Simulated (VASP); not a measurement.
A convergence study with VASP on PtTe$_{2}$ (1T layered): one setting is varied, all else stays as given below, so the limit is that of these other settings.

```
CELL_PARAMETERS angstrom
      2.01500    -3.49008     0.00000
      2.01500     3.49008     0.00000
      0.00000     0.00000     5.22000
ATOMIC_POSITIONS crystal
  Te 0.33333 0.66667 0.25400
  Te 0.66667 0.33333 0.74600
  Pt 0.00000 0.00000 0.00000
```

Computed with PBE GGA, VASP's PBE PAW potentials (set 64) (plane waves; VASP). The tightest run used: 550 eV cut-off, 14×14×10 Monkhorst-Pack mesh, first-order Methfessel-Paxton smearing of 0.10 eV, potentials Te Pt.

Problem. The settings run are 1×1×1 mesh; 2×2×1 mesh; 3×3×2 mesh; 4×4×3 mesh; 5×5×4 mesh; 6×6×4 mesh; 7×7×5 mesh; 8×8×6 mesh; 9×9×6 mesh; 10×10×7 mesh; 11×11×8 mesh; 12×12×8 mesh; 13×13×9 mesh; 14×14×10 mesh. From which on does the stress (every component) stay within 0.2 GPa of the tightest run?

Solution. From 8×8×6 mesh on: it is off by 0.03 there and by no more than 0.2 in any finer run, while 7×7×5 mesh is off by 0.38.
```tsv
setting	E (eV/atom)	pressure (GPa)	irreducible k-points	difference judged (GPa)
1×1×1 mesh	-0.4149	35.98	1	37.53
2×2×1 mesh	-4.4531	5.66	2	4.75
3×3×2 mesh	-4.4876	5.88	4	0.55
4×4×3 mesh	-4.4910	5.61	16	0.14
5×5×4 mesh	-4.5113	5.46	14	0.42
6×6×4 mesh	-4.4968	5.64	42	0.07
7×7×5 mesh	-4.4987	5.70	32	0.38
8×8×6 mesh	-4.5015	5.57	108	0.03
9×9×6 mesh	-4.4999	5.57	57	0.08
10×10×7 mesh	-4.5013	5.56	195	0.04
11×11×8 mesh	-4.5010	5.58	104	0.06
12×12×8 mesh	-4.5014	5.58	312	0.01
13×13×9 mesh	-4.5009	5.58	161	0.05
14×14×10 mesh	-4.5013	5.57	525	0.00
```

Left out are rungs that failed or repeat a setting and relaxations that didn't move; long series are thinned to 24 rows.

The compound is PtTe2 in the 1T layered structure. The cell was not relaxed at this level.
